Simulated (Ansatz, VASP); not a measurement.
# WSe2 in two plane-wave programs

Wanted: the spread between two codes on one cell, functional and k mesh. The cell is taken from a series of runs on this material, whose earlier steps may have relaxed, scaled, displaced or heated it; both programs get it as it stands.

Program: Ansatz 0.2.0. Level of theory: plane waves, with VASP 6.6.1 beside it; G0W0 gap at PBEsol. Results are calculated unless marked as measured.

## Step 1: The starting structure

The cell holds 3 atoms: 2 Se and 1 W. Its edges and angles: a = 3.240 Å, b = 3.240 Å, c = 29.900 Å, α = 90.0°, β = 90.0°, γ = 120.0°. It derives from WSe2. Vacuum lies along c.

## Step 2: Ansatz: G0W0 gap, PBEsol

Ansatz runs on its PAW soft_1 files.

Quasiparticle shifts depend on high empty states and on the cores, so they are the hardest test of two PAW sets.

Input file input.yaml:

```yaml
crystal:
  lattice:
    - [3.2404767544, 0.0, 0.0]
    - [-1.6202383772, 2.8063351897, 0.0]
    - [0.0, 0.0, 29.9]
  atoms:
    - { symbol: Se, position: [0.3333333333, 0.6666666667, 0.4437964158] }
    - { symbol: W, position: [0.6666666667, 0.3333333333, 0.5] }
    - { symbol: Se, position: [0.3333333333, 0.6666666667, 0.5562035842] }
  periodic: [true, true, false]
kpoints:
  mp_grid: { grid: [6, 6, 1] }
hamiltonian:
  xc: pbesol
  pseudopotentials: { kind: paw, azcp: { folder: soft_1 }, xc_functional: pbe }
scf:
  occupations: { method: fixed }
  convergence: { dr2_threshold: 1.0e-10 }
gw:
  n_empty_bands: 361
  ecut_chi: 70.0
  qp_bands: [v2, c2]
  qp_kpoints: band_edges
  screening: { model: contour_deformation }
```

Run with:

```bash
$ ansatz run input.yaml --threads 2 --pin off --max-ram 92160MiB --backend cuda --events-out ev --progress --plain --runs-dir out --devices 1 --max-vram 13GiB
```

Numbers of over 12 decimals in the logs are rounded to 6 here.

Output:

```text
GPUs: using 1 of 1 available (devices: 1).
Engine: ansatz 0.2.0, x86_64-unknown-linux-gnu
Pseudopotentials: kind: paw
Pseudopotential: Se, paw, valence charge 16, recommended cutoff 420 eV (normal), soft_1/Se.paw.azcp
Pseudopotential: W, paw, valence charge 14, recommended cutoff 420 eV (normal), soft_1/W.paw.azcp
Functional definition: PBEsol
  exchange = pbesol_x
  correlation = pbesol_c
device memory: the entry about to start is reckoned to put 1.9 GiB on a device that reports 74.0 GiB free (of which the cap on the GPU budget leaves the run 13.0 GiB)
GPU FFT provider: cuFFT
GPU libraries: cuBLAS 13.8.2, cuFFT 12.4.0, cuSOLVER 12.3.4
Crystal: 3 atoms, lattice volume = 271.907 Å³
Basis set: ecut = 420 eV, 5415 PW (Γ)
Bands: 28, of which v1, the nominal top of the filled ones, is band 23 counted from 1 (22 counted from 0)
Symmetry: 12 space group operations
Space group: P-6m2 (ITA 187), of the structure as read, at distance tolerance 6.5e-5 Å
k-points: 7 of 36 (time reversal used)
Non-local potential: Se, projectors of the file, l = 0: 2, l = 1: 2, l = 2: 3, l = 3: 1
Non-local potential: W, projectors of the file, l = 0: 3, l = 1: 2, l = 2: 2, l = 3: 1
PAW form: soft (Blöchl's): semilocal exchange-correlation on the pseudo side does not see the compensation charge
PAW frozen core: Se, regenerated for the run's functional, and the local potential with it (the file was generated under x = pbe(κ = 0.804, μ = 0.219515), c = pbe(β = 0.066725))
PAW frozen core: W, regenerated for the run's functional, and the local potential with it (the file was generated under x = pbe(κ = 0.804, μ = 0.219515), c = pbe(β = 0.066725))
PAW one-centre angular grid: Se, 590 points (default); XC on 64 Gauss nodes
PAW one-centre angular grid: W, 590 points (default); XC on 64 Gauss nodes
Initial density: superposition of atomic densities (neutral atoms: chi_scale 0, normalization atom)
Initial wavefunctions: pseudopotential atomic-orbital guess
GPU buffer pool allocated for 115200 grid points (all kernels)
GPU transforms: local potential and band sums: pruned to the plane-wave sphere, on 24×24×200
Functional: x = pbesol(κ = 0.804, μ = 0.123457), c = pbesol(β = 0.046)
iter 1 solved again at ethr=2.98e-3 eV; its pass at ethr=3.10e-3 eV (dr2=1.37e0 eV) is discarded
SCF iter   1: F=—  HF=-21108.131939 eV  |F-HF|=—  |Δ(HF+E_count)|=         —  Δρ=1.60e-2  dr2=1.35e0  ethr=2.98e-3  ⟨swp⟩=1.9  Hψ=1215  notcnv=0  defer=17
preconditioner: auto → Resta (q_TF=auto, 2.029 Å⁻¹)  ε∞=2.1  [insulator: Δε(μ)=1.711 eV  Ē_g=9.227 eV  n_scr=18 (ndim 8)  ℏωp=9.6 eV  f_vac=0.757  ε∞_Penn≈2.1  vacuum switching on, ρ_ref=6.2e-3 e/Å³]
SCF iter   2: F=—  HF=-21107.815624 eV  |F-HF|=—  |Δ(HF+E_count)|=   3.16e-1  Δρ=9.62e-3  dr2=3.13e-1  ethr=2.94e-3  ⟨swp⟩=3.1  Hψ=333  notcnv=0  defer=18
SCF iter   3: F=—  HF=-21107.792634 eV  |F-HF|=—  |Δ(HF+E_count)|=   2.30e-2  Δρ=5.66e-3  dr2=3.00e-1  ethr=6.80e-4  ⟨swp⟩=4.0  Hψ=423  notcnv=0  defer=21
SCF iter   4: F=—  HF=-21107.747826 eV  |F-HF|=—  |Δ(HF+E_count)|=   4.48e-2  Δρ=1.70e-3  dr2=6.16e-3  ethr=6.52e-4  ⟨swp⟩=2.9  Hψ=273  notcnv=0  defer=21
SCF iter   5: F=—  HF=-21107.747924 eV  |F-HF|=—  |Δ(HF+E_count)|=   9.76e-5  Δρ=3.18e-4  dr2=1.76e-4  ethr=1.34e-5  ⟨swp⟩=3.4  Hψ=421  notcnv=0  defer=21
SCF iter   6: F=—  HF=-21107.748067 eV  |F-HF|=—  |Δ(HF+E_count)|=   1.43e-4  Δρ=1.09e-4  dr2=2.14e-5  ethr=3.83e-7  ⟨swp⟩=3.4  Hψ=423  notcnv=0  defer=21
SCF iter   7: F=—  HF=-21107.748074 eV  |F-HF|=—  |Δ(HF+E_count)|=   7.09e-6  Δρ=2.23e-5  dr2=1.41e-6  ethr=4.65e-8  ⟨swp⟩=3.6  Hψ=423  notcnv=0  defer=21
SCF iter   8: F=—  HF=-21107.748075 eV  |F-HF|=—  |Δ(HF+E_count)|=   1.02e-6  Δρ=9.76e-6  dr2=2.07e-7  ethr=3.07e-9  ⟨swp⟩=3.4  Hψ=432  notcnv=0  defer=20
SCF iter   9: F=—  HF=-21107.748075 eV  |F-HF|=—  |Δ(HF+E_count)|=   1.20e-7  Δρ=1.52e-6  dr2=8.47e-9  ethr=4.50e-10  ⟨swp⟩=3.7  Hψ=429  notcnv=0  defer=20
SCF iter  10: F=—  HF=-21107.748075 eV  |F-HF|=—  |Δ(HF+E_count)|=   8.04e-9  Δρ=2.11e-7  dr2=1.53e-10  ethr=1.84e-11  ⟨swp⟩=4.0  Hψ=447  notcnv=0  defer=20
SCF iter  11: F=-21107.748075 eV  HF=-21107.748075 eV  |F-HF|=1.24e-10  |Δ(HF+E_count)|=  7.13e-10  Δρ=4.03e-8  dr2=9.52e-12  ethr=1.00e-12  ⟨swp⟩=17.7  Hψ=1229  notcnv=0
SCF 1 converged in 11 iterations: F = -21107.748075 eV  dr2 = 9.52e-12
  greatest PAW one-centre occupation: 1.000 electrons in one spin orbital (limit 2), on the Se atom at site 0 (counted from 0), in its partial waves of l = 2
device memory: the entry about to start is reckoned to put 2.6 GiB on a device that reports 73.3 GiB free (of which the cap on the GPU budget leaves the run 13.0 GiB)
NSCF: frozen V_eff on 7 k-points
the band table was solved once the SCF had ended and its energy, with any forces and stress, was formed, with the checks that follow a solve (1202 applications of the Hamiltonian). They found nothing against the state; the energy, forces and stress were not computed again (output.eigenvalues in the input reference)
device memory: the entry about to start is reckoned to put 4.2 GiB on a device that reports 72.4 GiB free (of which the cap on the GPU budget leaves the run 13.0 GiB)
NSCF: frozen V_eff on 7 k-points
G₀W₀ screening: q 1/7
[... further progress lines ...]
SCF converged after 11 iterations
Free energy (F): -21107.748075 eV
Harris-Foulkes:  -21107.748075 eV  (|F-HF|=1.24e-10)
Internal energy: -21107.748075 eV  (E = F + TS)
E sigma→0 (E₀):  -21107.748075 eV
Fermi energy:    -5.104427 eV
--- Per-component energies (eV) ---
  E_band       = -1658.327290
  E_kinetic    = 646.483272
  E_local      = -127071.486677  (includes V_loc(G=0)·N_el)
  E_nonlocal   = -727.984779
  E_hartree    = 63225.239832
  E_xc         = -436.337249
  E_vxc        = -413.483592  (∫ρ·V_xc dr)
  E_paw        = -12623.632828  (= ΣΔE_a)
  E_vpaw       = -542.333953  (= ΣTr[D̂ρ^β])
  E_aug_tail   = -0.000590  (compensation charges beyond the density's cutoff)
  E_ewald      = 55877.732181
  E_core_change = 2.238761  (= ΣΔE_core)
  E_smearing   = -0.000000  (= −TS)
  E_closure    = 0.000000  (closes the sum)
  Σ components = -21107.748075   (vs F -21107.748075, Δ=0.00e0)
--- Band table (eV; the first three rows and the last of 7) ---
  k-point 0: bands = [... 19 lower, -7.3968, -6.2088, -6.2088, -5.6260, -1.9586 (-1.9585°), -1.9586 (-1.9585°), -1.7862, -1.7862, ... 1 higher]
  k-point 1: bands = [... 19 lower, -6.9814, -6.8396, -6.4237, -5.7785, -2.9769, -2.4419, -2.2635, -1.3535, ... 1 higher]
  k-point 2: bands = [... 19 lower, -7.7367, -7.1632, -6.4390, -6.1803, -2.9488, -2.6479, -1.7650, -0.6890, ... 1 higher]
  k-point 6: bands = [... 19 lower, -8.8721, -8.5347, -7.5534, -5.1044, -3.2913, -2.3551, -1.4215, 0.1563, ... 1 higher]
  ° read free of the cell's end (the report's vacuum.weakly_bound_levels)
--- G₀W₀: contour deformation, 7 samples at zero and on the imaginary axis and 2 off it, 36 q-points, 361 empty bands' worth ---
  eigenvalues of the whole cell's RPA ε∞ on this k-mesh (on a slab, of 1 + 4πα/V) = 1.1804, 4.1257, 4.1257; static W/v taken at q = 0 is 0.451057
  gw.qp_kpoints: band_edges: 7 of 7 stored k-points solved, in 1 pass; an edge of the gap read off the rows below is read off those points alone
    ik  band        ε_KS         Σx   Σc(E_QP)       V_xc       Z   E_QP_lin       E_QP  E_QP is
     0    22     -6.2088   -20.1444     1.2689   -18.7922  0.7387    -6.2924    -6.2921  root
     0    23     -5.6260   -18.0455     0.9140   -16.9872  0.7348    -5.7707    -5.7702  root
     0    24     -1.9586   -13.8485    -3.7810   -18.3286  0.7370    -1.2431    -1.2595  root
     0    25     -1.9586   -13.8485    -3.7810   -18.3286  0.7370    -1.2431    -1.2595  root
     1    22     -6.4237   -17.9677     1.8676   -15.7484  0.7423    -6.7789    -6.7754  root
     1    23     -5.7785   -18.7291     1.0283   -17.5893  0.7316    -5.8901    -5.8899  root
     1    24     -2.9769   -12.6370    -3.5066   -16.7237  0.7431    -2.3869    -2.3968  root
     1    25     -2.4419   -13.6835    -3.8514   -18.2593  0.7462    -1.7014    -1.7174  root
     2    22     -6.4390   -18.3954     1.3430   -16.9112  0.7243    -6.5807    -6.5801  root
     2    23     -6.1803   -19.0904     1.6938   -17.1851  0.7373    -6.3929    -6.3918  root
     2    24     -2.9488   -13.3980    -3.7795   -17.7938  0.7357    -2.3208    -2.3325  root
     2    25     -2.6479   -15.3620    -3.9107   -19.9768  0.7264    -1.9272    -1.9438  root
     3    22     -6.1587   -17.7982     1.4146   -16.1365  0.7368    -6.4074    -6.4058  root
     3    23     -5.8752   -18.4051     1.6798   -16.4652  0.7448    -6.1370    -6.1353  root
     3    24     -2.4489   -16.6426    -4.3555   -21.7676  0.7161    -1.6571    -1.6794  root
     3    25     -2.1927   -14.4439    -4.3184   -19.4229  0.7164    -1.5137    -1.5322  root
     4    22     -6.4199   -18.3036     2.0205   -15.9216  0.7405    -6.7851    -6.7814  root
     4    23     -5.9055   -19.4625     1.1960   -18.1797  0.7291    -5.9925    -5.9923  root
     4    24     -3.4567   -12.9455    -3.3772   -16.8980  0.7450    -2.8726    -2.8813  root
     4    25     -2.5148   -14.6025    -4.0467   -19.3269  0.7256    -1.8200    -1.8370  root
     5    22     -7.1743   -18.8038     2.2986   -16.1534  0.7241    -7.5306    -7.5261  root
     5    23     -5.6191   -18.4549     0.9706   -17.3686  0.7355    -5.7350    -5.7347  root
     5    24     -2.8470   -14.5058    -3.7354   -18.8812  0.7320    -2.1942    -2.2070  root
     5    25     -2.0632   -16.0128    -4.5962   -21.3531  0.7091    -1.2933    -1.3191  root
     6    22     -7.5534   -19.5211     2.4514   -16.7542  0.7110    -7.8729    -7.8689  root
     6    23     -5.1044   -18.4766     0.5118   -17.9051  0.7367    -5.1642    -5.1641  root
     6    24     -3.2913   -15.5878    -3.6661   -19.9656  0.7331    -2.5654    -2.5796  root
     6    25     -2.3551   -12.5017    -3.9384   -17.0946  0.7428    -1.6872    -1.7007  root
```

[end of part 1 of 2]

[Lines on the potential files, build, host, timing and source positions are cut from VASP's logs without a mark.]

[Logs are printed without paths, hosts, clocks, repeated set-up lines and the standing remarks that a program may print on its own settings, such as how far it seeks lower states.]

[Hosts, paths, dates, database ids (printed as entryN), source tags and the programs' standing remarks are cut or masked in the printed files.]
